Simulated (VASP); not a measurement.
Energy against volume of LiH (rock salt). All values below come from RPBE GGA, VASP's PBE PAW potentials (set 64) (plane waves; VASP 6.6.1). Run with 520 eV cut-off, 11×11×11 Γ-centred mesh, Gaussian smearing of 0.050 eV, potentials Li_sv H.

```json
[
 {"V (Å³/atom)": "8.082", "E (eV/atom)": "-3.00875"},
 {"V (Å³/atom)": "8.332", "E (eV/atom)": "-3.00993"},
 {"V (Å³/atom)": "8.582", "E (eV/atom)": "-3.00945"},
 {"V (Å³/atom)": "8.832", "E (eV/atom)": "-3.00757"}
]
```

### Question
Fit these four points and predict the energy of the run at 7.832 Å³/atom.

### Answer
A cubic in V^(−2/3), the third-order Birch-Murnaghan form, passes through the four points with V0 = 8.38 Å³/atom and B0 = 34 GPa, and gives -3.0056 eV/atom there. The run gave -3.0058 eV/atom, -0.2 meV/atom from the fit; all five points give B0 = 34 GPa.

The compound is LiH in the rock salt structure. It was relaxed first.
